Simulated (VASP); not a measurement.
```
FeNi3
1.0
    3.51221     0.00000     0.00000
    0.00000     3.51221     0.00000
    0.00000     0.00000     3.51221
Fe Ni
1 3
Cartesian
  0.00000   0.00000   0.00000
  0.00000   1.75610   1.75610
  1.75610   0.00000   1.75610
  1.75610   1.75610   0.00000
```
Starting moments (μB, in the order of the record's atoms Fe Ni Ni Ni): 2.8 0.6 0.6 0.6.

All values below come from optB86b-vdW, VASP's PBE PAW potentials (set 64) (plane waves; VASP 6.6.1). Settings: 520 eV cut-off, 10×10×10 Γ-centred mesh, tetrahedra with Blöchl corrections, potentials Fe Ni.

Problem. Predict the cell moment, energy per atom (σ→0), band gap (on the k-mesh) with the smallest direct gap where there is one.

Solution. 
```yaml
band gap (on the k-mesh): none (metal, semimetal or under 0.01 eV)
cell_moment: 4.60 μB
energy per atom (σ→0): -3.733 eV/atom
```

Problem. Give the moment on each site (PAW-sphere projection).

Solution. 
```json
[
 {"site": "Fe1", "moment (μB)": "2.83"},
 {"site": "Ni2", "moment (μB)": "0.59"},
 {"site": "Ni3", "moment (μB)": "0.59"},
 {"site": "Ni4", "moment (μB)": "0.59"}
]
```

The absolute energy has meaning only against runs of the same code, potentials and settings.

The compound is Ni3Fe in the L1_2 structure. It was relaxed first.
